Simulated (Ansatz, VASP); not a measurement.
SiTe3 in VASP and in Ansatz

```
Si Te
1.0
     0.00000    3.72695    3.72695
     3.72695    0.00000    3.72695
     3.72695    3.72695    0.00000
Si Te
1 3
Direct
  0.50000 0.50000 0.50000
  0.75000 0.75000 0.75000
  0.25000 0.25000 0.25000
  0.00000 0.00000 0.00000
```

Alike in both runs: functional PBE; k mesh 4 × 4 × 4; occupations gaussian, width 0.1 eV; no spin polarisation.

Ansatz relaxed the structure, and its values are those at the end. VASP's run is a single point on that final structure, the one shown.

|  | VASP | Ansatz |
| --- | --- | --- |
| version | VASP 6.6.1 | Ansatz 0.2.0 |
| potentials or method | VASP PAW PBE potentials, release 64 (Si, Te) | scalar-relativistic, plane waves, PAW |
| plane-wave cutoff (eV) | 520 | 420 |
| valence electrons in the cell | 22 | 52 |

|  | VASP | Ansatz | Ansatz less VASP |
| --- | --- | --- | --- |
| gap on the k mesh at the Fermi level (eV) | none | none | - |
| pressure (GPa) | 0.2 | 0.2 | +0.07 |

A gap of «none» marks a metal or a gap that the smearing closes. The two sets of potentials don't hold the same shells in valence.

Caveats: the k mesh is coarse (spacing up to 0.37 Å⁻¹), so the values aren't converged. The runs have no spin-orbit coupling, so splittings on Te are missing.
